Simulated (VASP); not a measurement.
Input for VASP

File KPOINTS:
```
Automatic mesh
0
Gamma
8 8 6
```

### INCAR
```
NSW = 60
IVDW = 11   # D3, zero damping
NELM = 100
ENCUT = 520
LREAL = .False.
PREC = Accurate
ALGO = Normal
ISMEAR = 1
LASPH = .True.
IBRION = 2   # conjugate gradients
GGA = PE
SIGMA = 0.1   # width (eV)
SYSTEM = PtTe2
LWAVE = .False.
ISIF = 3   # ions, shape and volume
LMAXMIX = 6   # l cut-off of mixed one-centre charges
LCHARG = .False.
EDIFFG = -0.02
EDIFF = 1E-6
```

POSCAR:
```
PtTe2
1
    2.0300243575    -3.5161049423    -0.0000000000
    2.0300243575     3.5161049423     0.0000000000
   -0.0000000000     0.0000000000     5.0870516191
Te Pt
2 1
Direct
  0.3333330000   0.6666670000   0.2664933397
  0.6666670000   0.3333330000   0.7335066603
  0.0000000000   0.0000000000   1.0000000000
```

POTCAR, in this order: Te Pt (PBE.64 set). Program: vasp_std.

Task: Translate this PBE-D3 (zero damping) calculation to Quantum ESPRESSO's pw.x.

Result: One equivalent input (not run):
```
&CONTROL
  calculation = 'vc-relax'
  pseudo_dir = './pseudo'
  outdir = './out'
  tprnfor = .true.
  tstress = .true.
  nstep = 60
  forc_conv_thr = 0.00078
/
&SYSTEM
  ibrav = 0
  nat = 3
  ntyp = 2
  ecutwfc = 84
  occupations = 'smearing'
  smearing = 'methfessel-paxton'
  degauss = 0.00735
  input_dft = 'pbe'
  vdw_corr = 'grimme-d3'
  dftd3_version = 3
  dftd3_threebody = .false.
/
&ELECTRONS
  conv_thr = 7.3e-08
  electron_maxstep = 100
/
&IONS
/
&CELL
/
ATOMIC_SPECIES
  Te 127.600 Te.upf
  Pt 195.084 Pt.upf
CELL_PARAMETERS angstrom
     2.0300244   -3.5161049   -0.0000000
     2.0300244    3.5161049    0.0000000
    -0.0000000    0.0000000    5.0870516
ATOMIC_POSITIONS crystal
  Te   0.3333330  0.6666670  0.2664933
  Te   0.6666670  0.3333330  0.7335067
  Pt   0.0000000  0.0000000  1.0000000
K_POINTS automatic
  8 8 6 0 0 0
```
What does not carry over: the potentials are each code's own (VASP's PAW set, PseudoDojo norm-conserving files in pw.x), so ENCUT and ecutwfc are chosen apart and not converted; conv_thr bounds pw.x's estimated SCF error, while EDIFF bounds the energy change between steps; forc_conv_thr acts on force components and is met together with etot_conv_thr.

The compound is PtTe2 in the 1T layered structure. This run relaxes it. Symmetry was kept, so distortions that lower it aren't found. The start is the result of an earlier pass.
